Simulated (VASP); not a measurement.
# HoTl3: vacancies and antisites compared, part 3 of 6

Wanted: a map of the native defects of HoTl3, all in one supercell and at one level. The start is a cell from a database of measured crystal structures.

VASP 6.6.1, plane waves and PAW; the level of theory is named at each step.

Still holding for the runs below: The k-mesh is coarse for a metal.

So far. Step 2 (The host at zero pressure): The start already met the threshold, so nothing moved. Step 3 (The supercell without the defect): The host is treated as a metal, as its relaxation found a gap under 0.3 eV or none, and only the neutral defect is run.

**4. Reference Ho**

This step: PBEsol, 4f electrons in the core; plane waves and PAW (Ho_3) (VASP 6.6.1).

System of this step: Ho. Symmetry: P6_3/mmc, No. 194, hexagonal system. The conventional cell has a = 3.580 Å, b = 3.580 Å, c = 5.621 Å, α = 90.00°, β = 90.00°, γ = 120.00°. Nearest to Ho lie 12 Ho at 3.49 to 3.58 Å.

The reference for Ho is its crystal, relaxed at the cutoff of the large cell.

Input file INCAR:

```
SYSTEM = Ho
PREC = Normal
ENCUT = 300
EDIFF = 1E-05
NELM = 120
ISMEAR = 1
SIGMA = 0.1
LREAL = Auto
ALGO = Fast
GGA = PS
NBANDS = 15
LORBIT = 11
LWAVE = .FALSE.
LCHARG = .FALSE.
KPAR = 8
IBRION = 2
NSW = 25
ISIF = 3
EDIFFG = -0.02
POTIM = 0.4
```

Input file POSCAR:

```
Ho
1.0
    3.5800000000      0.0000000000      0.0000000000
   -1.7900000000      3.1003709455      0.0000000000
    0.0000000000      0.0000000000      5.6206000000
Ho
2
Direct
    0.0000000000      0.0000000000      0.0000000000
    0.3333333333      0.6666666667      0.5000000000
```

Input file KPOINTS:

```
Automatic mesh
0
Gamma
9 9 5
0 0 0
```

The projector-augmented-wave data sets are Ho_3 (PBE family, release 64).

Launch:

```console
> mpirun -np 8 vasp_std
```

Output:

```text
[banner, memory and clock lines left out]
running    8 mpi-ranks, on    1 nodes
 distrk:  each k-point on    1 cores,    8 groups
 distr:  one band on    1 cores,    1 groups

 POSCAR found type information on POSCAR Ho
 POSCAR found :  1 types and       2 ions
 [... a notice as in an earlier step ...]

|                                                                             |
|               ----> ADVICE to this user running VASP <----                  |
|                                                                             |
|     You have a (more or less) 'small supercell' and for smaller cells       |
|     it is recommended to use the reciprocal-space projection scheme!        |
|     The real-space optimization is not efficient for small cells and it     |
|     is also less accurate ...                                               |
|     Therefore, set LREAL=.FALSE. in the INCAR file.                         |
|                                                                             |

 [... a notice as in an earlier step ...]

 LDA part: xc-table for (Slater+PW92), standard interpolation
 POSCAR, INCAR and KPOINTS ok, starting setup
 FFT: planning ... GRIDC
 FFT: planning ... GRID_SOFT
 FFT: planning ... GRID
 WAVECAR not read
 entering main loop
       N       E                     dE             d eps       ncg     rms          rms(c)
DAV:   1     0.398758365060E+02    0.39876E+02   -0.65416E+03  1383   0.768E+02
DAV:   2    -0.778922985287E+01   -0.47665E+02   -0.46357E+02  1653   0.319E+02
DAV:   3    -0.982861171389E+01   -0.20394E+01   -0.19592E+01  1852   0.442E+01
DAV:   4    -0.986307802918E+01   -0.34466E-01   -0.34386E-01  1647   0.636E+00
DAV:   5    -0.986378493876E+01   -0.70691E-03   -0.70641E-03  1843   0.971E-01    0.239E+01
RMM:   6    -0.985181596153E+01    0.11969E-01   -0.18183E-02  1301   0.185E+00    0.142E+01
RMM:   7    -0.985653908149E+01   -0.47231E-02   -0.88057E-02  1399   0.272E+00    0.346E-01
RMM:   8    -0.985632488708E+01    0.21419E-03   -0.67125E-03  1428   0.556E-01    0.112E-01
RMM:   9    -0.985618537223E+01    0.13951E-03   -0.11077E-03  1438   0.284E-01    0.301E-02
RMM:  10    -0.985619063263E+01   -0.52604E-05   -0.18468E-04  1144   0.102E-01    0.167E-02
RMM:  11    -0.985619465285E+01   -0.40202E-05   -0.50194E-05   947   0.865E-02
   1 F= -.98561947E+01 E0= -.98567436E+01  d E =-.985619E+01
 curvature:   0.00 expect dE= 0.000E+00 dE for cont linesearch  0.000E+00
 trial: gam= 0.00000 g(F)=  0.238E-46 g(S)=  0.452E-01 ort = 0.000E+00 (trialstep = 0.100E+01)
 search vector abs. value=  0.452E-01
 bond charge predicted
       N       E                     dE             d eps       ncg     rms          rms(c)
DAV:   1    -0.100398853544E+02   -0.18369E+00   -0.29262E+00  1673   0.147E+01    0.226E+00
RMM:   2    -0.992671136306E+01    0.11317E+00   -0.21146E-01  1287   0.576E+00    0.109E+00
RMM:   3    -0.987921638833E+01    0.47495E-01   -0.22509E-01  1337   0.384E+00    0.345E-01
RMM:   4    -0.988101534118E+01   -0.17990E-02   -0.21503E-02  1465   0.117E+00    0.148E-01
RMM:   5    -0.988139072246E+01   -0.37538E-03   -0.32919E-03  1454   0.399E-01    0.288E-02
RMM:   6    -0.988145394642E+01   -0.63224E-04   -0.54358E-04  1361   0.175E-01    0.273E-02
RMM:   7    -0.988146510127E+01   -0.11155E-04   -0.11992E-04  1068   0.131E-01    0.113E-02
RMM:   8    -0.988146839020E+01   -0.32889E-05   -0.34971E-05   870   0.874E-02
   2 F= -.98814684E+01 E0= -.98824181E+01  d E =-.252737E-01
[...]
3 F= -.98817076E+01 E0= -.98826931E+01  d E =-.255129E-01
[...]
4 F= -.98817002E+01 E0= -.98826777E+01  d E =-.255055E-01
[...]
5 F= -.98818849E+01 E0= -.98829521E+01  d E =-.184743E-03
 trial-energy change:   -0.000185  1 .order   -0.000195   -0.000252   -0.000139
 step:   2.2658(harm=  2.2658)  dis= 0.00000  next Energy=    -9.881981 (dE=-0.281E-03)
 bond charge predicted
       N       E                     dE             d eps       ncg     rms          rms(c)
DAV:   1    -0.988243956133E+01   -0.55726E-03   -0.23677E-02  1739   0.122E+00    0.108E-01
RMM:   2    -0.988207445531E+01    0.36511E-03   -0.54705E-04  1422   0.260E-01    0.618E-02
RMM:   3    -0.988192058059E+01    0.15387E-03   -0.24807E-04  1296   0.141E-01    0.313E-02
RMM:   4    -0.988192440039E+01   -0.38198E-05   -0.50043E-05   942   0.101E-01
   6 F= -.98819244E+01 E0= -.98830876E+01  d E =-.224221E-03
 curvature:  -1.12 expect dE=-0.229E-04 dE for cont linesearch -0.386E-05
 trial: gam= 0.00000 g(F)=  0.848E-48 g(S)=  0.204E-04 ort =-0.290E-04 (trialstep = 0.127E+01)
 search vector abs. value=  0.204E-04
 reached required accuracy - stopping structural energy minimisation
```

Elapsed: 4.2 s, on 8 MPI ranks of AMD EPYC 9R45, shared host; peak memory 0.91 GiB; 30 s of CPU time.

OUTCAR, selected parts (step 4):

```text
  LATTYP: Found a hexagonal cell.
 ALAT       =     3.5800000000
 C/A-ratio  =     1.5700000000

 Subroutine GETGRP returns: Found 24 space group operations
 (whereof 12 operations were pure point group operations)

The static configuration has the point symmetry D_3h.
 The point group associated with its full space group is D_6h.

 Found     36 irreducible k-points:

   k-points           NKPTS =     36   k-points in BZ     NKDIM =     36   number of bands    NBANDS=     15

   dimension x,y,z NGX =    16 NGY =   16 NGZ =   24
   dimension x,y,z NGXF=    32 NGYF=   32 NGZF=   48

   ENCUT  =  300.0 eV  22.05 Ry    4.70 a.u.   5.06  5.06  7.94*2*pi/ulx,y,z

   NELECT =      18.0000    total number of electrons

 E-fermi :   3.1110

 k-point     1 :       0.0000    0.0000    0.0000
  band No.  band energies     occupation
    ...
      4     -20.3091      2.00000
      5     -20.3091      2.00000
      6     -20.2656      2.00000
      7      -2.2954      2.00000
      8       0.7981      2.00000
      9       4.4583     -0.00000
     10       5.0540     -0.00000
     11       5.0540     -0.00000
     12       5.4001      0.00000
     13       5.8023      0.00000
    ...

 k-point     2 :       0.1111    0.0000    0.0000
  band No.  band energies     occupation
    ...
      4     -20.3745      2.00000
      5     -20.3172      2.00000
      6     -20.2796      2.00000
      7      -1.9819      2.00000
      8       1.1022      2.00000
      9       4.0893     -0.00000
     10       4.4096     -0.00000
     11       5.3548      0.00000
     12       5.4367      0.00000
     13       5.8776      0.00000
    ...

  Total       -0.0083886     -0.0083886     -0.0303019      0.0000000      0.0000000      0.0000000
  in kB       -0.2281138     -0.2281138     -0.8240063      0.0000000      0.0000000      0.0000000
  external PRESSURE =      -0.4267446 kB  Pullay stress =       0.0000000 kB

  energy-cutoff  :      300.00
  volume of cell :       58.92
      direct lattice vectors                 reciprocal lattice vectors
     3.509282965  0.000000000 -0.000000000     0.284958497  0.164520865  0.000000000
    -1.754641482  3.039128196  0.000000000     0.000000000  0.329041730  0.000000000
     0.000000000 -0.000000000  5.524374140     0.000000000 -0.000000000  0.181015980

 POSITION                                       TOTAL-FORCE (eV/Angst)
 -----------------------------------------------------------------------------------
      0.00000     -0.00000     -0.00000         0.000000     -0.000000      0.000000
     -0.00000      2.02609      2.76219        -0.000000      0.000000     -0.000000
 -----------------------------------------------------------------------------------
    total drift:                                0.000000     -0.000000     -0.000000

  FREE ENERGIE OF THE ION-ELECTRON SYSTEM (eV)
  ---------------------------------------------------
  free  energy   TOTEN  =        -9.8819244004 eV

  energy  without entropy=       -9.8854138876  energy(sigma->0) =       -9.88308756

 total charge
# of ion       s       p       d       tot
------------------------------------------
    1        0.497   6.462   1.160   8.119
    2        0.497   6.462   1.160   8.119
--------------------------------------------------
tot          0.995  12.924   2.319  16.238

[... 1 part as in an earlier step ...]

[... 7 further parts left out ...]
```

The run keeps the 24 symmetry operations of its start, so it cannot find a distortion of lower symmetry.

Relaxation path:

| step | energy less that of the first step (eV) | largest force (eV/Å) | pressure (GPa) | volume (Å³) |
| --- | --- | --- | --- | --- |
| 1 | 0.0000 | 0.0000 | -2.26 | 62.38 |
| 2 | -0.0253 | 0.0000 | -0.26 | 59.26 |
| 3 | -0.0255 | 0.0000 | -0.01 | 58.93 |
| 4 | -0.0255 | 0.0000 | -0.06 | 59.00 |
| 5 | -0.0257 | 0.0000 | -0.06 | 58.96 |
| 6 | -0.0257 | 0.0000 | -0.04 | 58.92 |

| conventional cell, symmetrised | before | after | change |
| --- | --- | --- | --- |
| a (Å) | 3.580 | 3.509 | -2.0 % |
| b (Å) | 3.580 | 3.509 | -2.0 % |
| c (Å) | 5.621 | 5.524 | -1.7 % |
| volume (Å³/atom) | 31.19 | 29.46 | -5.6 % |

Final coordinates:

```xyz
2
Lattice="3.5093 0.0000 0.0000 -1.7546 3.0391 0.0000 0.0000 0.0000 5.5244" Properties=species:S:1:pos:R:3 pbc="T T T"
Ho    0.0000    0.0000    0.0000
Ho    0.0000    2.0261    2.7622
```

This step gave:

- electronic cycles: 36
- electrons: 18
- free energy (TOTEN): -9.882 eV
- energy at zero smearing: -9.883 eV
- Fermi energy: 3.111 eV

The run ended after 6 ionic steps, 0.026 eV below its first step, once forces and stress met EDIFFG = -0.02.

Energy at zero smearing: -9.88309 eV.

**5. Reference Tl**

This step: PBEsol; plane waves and PAW (Tl) (VASP 6.6.1).

System of this step: Tl. Symmetry: P6_3/mmc, No. 194, hexagonal system. The conventional cell has a = 3.460 Å, b = 3.460 Å, c = 5.533 Å, α = 90.00°, β = 90.00°, γ = 120.00°. Tl has 12 Tl at 3.41 to 3.46 Å nearest.

The reference for Tl is its crystal, relaxed at the cutoff of the large cell.

Edit INCAR of step 4 so:

```diff
@@ -1,2 +1,2 @@
-SYSTEM = Ho
+SYSTEM = Tl
 PREC = Normal
@@ -10,3 +10,3 @@
 GGA = PS
-NBANDS = 15
+NBANDS = 9
 LORBIT = 11
```

Input file POSCAR:

```
Tl
1.0
    3.4600000000      0.0000000000      0.0000000000
   -1.7300000000      2.9964478971      0.0000000000
    0.0000000000      0.0000000000      5.5325400000
Tl
2
Direct
    0.0000000000      0.0000000000      0.0000000000
    0.3333333333      0.6666666667      0.5000000000
```

KPOINTS is that of step 4.

The projector-augmented-wave data sets are Tl (PBE family, release 64).

Launch:

```console
> mpirun -np 8 vasp_std
```

Output:

```text
[banner, memory and clock lines left out]
running    8 mpi-ranks, on    1 nodes
 distrk:  each k-point on    1 cores,    8 groups
 distr:  one band on    1 cores,    1 groups

 POSCAR found type information on POSCAR Tl
 POSCAR found :  1 types and       2 ions
 [... a notice as in an earlier step ...]

 [... a notice as in an earlier step ...]

 [... a notice as in an earlier step ...]

 LDA part: xc-table for (Slater+PW92), standard interpolation
 POSCAR, INCAR and KPOINTS ok, starting setup
 FFT: planning ... GRIDC
 FFT: planning ... GRID_SOFT
 FFT: planning ... GRID
 WAVECAR not read
 entering main loop
       N       E                     dE             d eps       ncg     rms          rms(c)
DAV:   1     0.107890422176E+02    0.10789E+02   -0.12591E+03   648   0.295E+02
DAV:   2    -0.472659569946E+01   -0.15516E+02   -0.14959E+02   880   0.548E+01
DAV:   3    -0.529559169217E+01   -0.56900E+00   -0.56439E+00   866   0.119E+01
DAV:   4    -0.530005900728E+01   -0.44673E-02   -0.44668E-02   801   0.122E+00
DAV:   5    -0.530011245427E+01   -0.53447E-04   -0.53446E-04   779   0.125E-01    0.582E-01
RMM:   6    -0.527982899845E+01    0.20283E-01   -0.33407E-03   648   0.271E-01    0.357E-01
RMM:   7    -0.526762755290E+01    0.12201E-01   -0.12403E-02   649   0.524E-01    0.310E-02
RMM:   8    -0.526787526891E+01   -0.24772E-03   -0.10455E-03   674   0.203E-01    0.169E-02
RMM:   9    -0.526785990398E+01    0.15365E-04   -0.13916E-04   651   0.694E-02    0.553E-03
RMM:  10    -0.526788378849E+01   -0.23885E-04   -0.32281E-05   583   0.385E-02    0.612E-03
RMM:  11    -0.526788405977E+01   -0.27127E-06   -0.43934E-06   398   0.153E-02
   1 F= -.52678841E+01 E0= -.52672632E+01  d E =-.526788E+01
 curvature:   0.00 expect dE= 0.000E+00 dE for cont linesearch  0.000E+00
 trial: gam= 0.00000 g(F)=  0.330E-50 g(S)=  0.174E-02 ort = 0.000E+00 (trialstep = 0.100E+01)
 search vector abs. value=  0.174E-02
 bond charge predicted
       N       E                     dE             d eps       ncg     rms          rms(c)
DAV:   1    -0.526949905382E+01   -0.16153E-02   -0.24789E-02   754   0.828E-01    0.409E-02
RMM:   2    -0.526948361677E+01    0.15437E-04   -0.29582E-04   647   0.101E-01    0.252E-02
RMM:   3    -0.526945848708E+01    0.25130E-04   -0.46940E-05   637   0.429E-02    0.104E-03
RMM:   4    -0.526945925188E+01   -0.76480E-06   -0.74520E-06   405   0.187E-02
   2 F= -.52694593E+01 E0= -.52686740E+01  d E =-.157519E-02
[...]
3 F= -.52736682E+01 E0= -.52730301E+01  d E =-.578412E-02
[...]
4 F= -.52772078E+01 E0= -.52773204E+01  d E =-.932378E-02
[...]
5 F= -.52774798E+01 E0= -.52770775E+01  d E =-.959571E-02
 curvature:  -2.33 expect dE=-0.186E-03 dE for cont linesearch -0.152E-03
 ZBRENT: interpolating
 opt :   8.5412  next Energy=    -5.277586 (dE=-0.970E-02)
 bond charge predicted
       N       E                     dE             d eps       ncg     rms          rms(c)
DAV:   1    -0.527765691880E+01   -0.18033E-03   -0.10136E-02   729   0.525E-01    0.291E-02
RMM:   2    -0.527763869295E+01    0.18226E-04   -0.89526E-05   631   0.603E-02    0.179E-02
RMM:   3    -0.527762242359E+01    0.16269E-04   -0.15527E-05   562   0.239E-02    0.660E-04
RMM:   4    -0.527762261127E+01   -0.18768E-06   -0.20307E-06   360   0.977E-03
   6 F= -.52776226E+01 E0= -.52773862E+01  d E =-.973855E-02
 curvature:  -1.63 expect dE=-0.239E-04 dE for cont linesearch -0.936E-05
 trial: gam=-0.04902 g(F)=  0.268E-49 g(S)=  0.147E-04 ort = 0.100E-03 (trialstep = 0.251E+01)
 search vector abs. value=  0.906E-05
 reached required accuracy - stopping structural energy minimisation
```

The job ended after 3 s (8 MPI ranks; peak memory 0.85 GiB; 20 s of CPU time).

From OUTCAR (step 5):

```text
   k-points           NKPTS =     36   k-points in BZ     NKDIM =     36   number of bands    NBANDS=      9

   ENCUT  =  300.0 eV  22.05 Ry    4.70 a.u.   4.89  4.89  7.81*2*pi/ulx,y,z

   NELECT =       6.0000    total number of electrons

 E-fermi :   4.4228

 k-point     1 :       0.0000    0.0000    0.0000
  band No.  band energies     occupation
      1      -5.6548      2.00000
      2      -1.4387      2.00000
      3       1.3233      2.00000
      4      12.9726      0.00000
      5      12.9726      0.00000
      6      14.0515      0.00000
      7      14.0515      0.00000
      8      14.2932      0.00000
    ...

  Total       -0.0195046     -0.0195046      0.0002358      0.0000000     -0.0000000      0.0000000
  in kB       -0.5478873     -0.5478873      0.0066232      0.0000000     -0.0000000      0.0000000
  external PRESSURE =      -0.3630505 kB  Pullay stress =       0.0000000 kB

 POSITION                                       TOTAL-FORCE (eV/Angst)
 -----------------------------------------------------------------------------------
      3.38507      0.00000      0.00000        -0.000000     -0.000000      0.000000
     -0.00000      1.95437      2.87382         0.000000      0.000000      0.000000
 -----------------------------------------------------------------------------------
    total drift:                                0.000000     -0.000000     -0.000000

  FREE ENERGIE OF THE ION-ELECTRON SYSTEM (eV)
  ---------------------------------------------------
  free  energy   TOTEN  =        -5.2776226113 eV

  energy  without entropy=       -5.2769134325  energy(sigma->0) =       -5.27738622

[... 5 parts as in an earlier step ...]

[... 11 further parts left out ...]
```

The steps of the relaxation:

| step | energy less that of the first step (eV) | largest force (eV/Å) | pressure (GPa) | volume (Å³) |
| --- | --- | --- | --- | --- |
| 1 | 0.0000 | 0.0000 | -0.03 | 57.36 |
| 2 | -0.0016 | 0.0000 | -0.04 | 57.33 |
| 3 | -0.0058 | 0.0000 | -0.08 | 57.23 |
| 4 | -0.0093 | 0.0000 | 0.01 | 56.97 |
| 5 | -0.0096 | 0.0000 | -0.05 | 57.07 |
| 6 | -0.0097 | 0.0000 | -0.04 | 57.04 |

| conventional cell, symmetrised | before | after | change |
| --- | --- | --- | --- |
| a (Å) | 3.460 | 3.385 | -2.2 % |
| b (Å) | 3.460 | 3.385 | -2.2 % |
| c (Å) | 5.533 | 5.748 | +3.9 % |
| volume (Å³/atom) | 28.68 | 28.52 | -0.6 % |

Final coordinates:

```
Tl
1.0
     3.38507    0.00000    0.00000
    -1.69254    2.93156    0.00000
     0.00000    0.00000    5.74763
Tl
2
Direct
  0.00000 0.00000 0.00000
  0.33333 0.66667 0.50000
```

Numbers from this step:

```
electronic cycles       : 32
electrons               : 6
free energy (TOTEN)     : -5.278 eV
energy at zero smearing : -5.277 eV
Fermi energy            : 4.423 eV
```

The run ended after 6 ionic steps, 0.010 eV below its first step, once forces and stress met EDIFFG = -0.02.

The edges of the cell as typed change unequally, by -2.2 to +3.9 %. In a metal that hangs on the k mesh, which was not refined here; the energy is less touched by it than the shape.

Energy at zero smearing: -5.27739 eV.

(Part 3 of 6 ends here.)

[Lines on the potential files, build, host, timing and source positions are cut from VASP's logs without a mark.]

[Logs are printed without paths, hosts, clocks, repeated set-up lines and the standing remarks that a program may print on its own settings, such as how far it seeks lower states.]

[Hosts, paths, dates, database ids (printed as entryN), source tags and the programs' standing remarks are cut or masked in the printed files.]

[In band tables of VASP the shares of atoms and orbitals are scaled to a sum of 1 inside the atoms' spheres.]

[Runs that stopped without an error message from VASP are left out.]
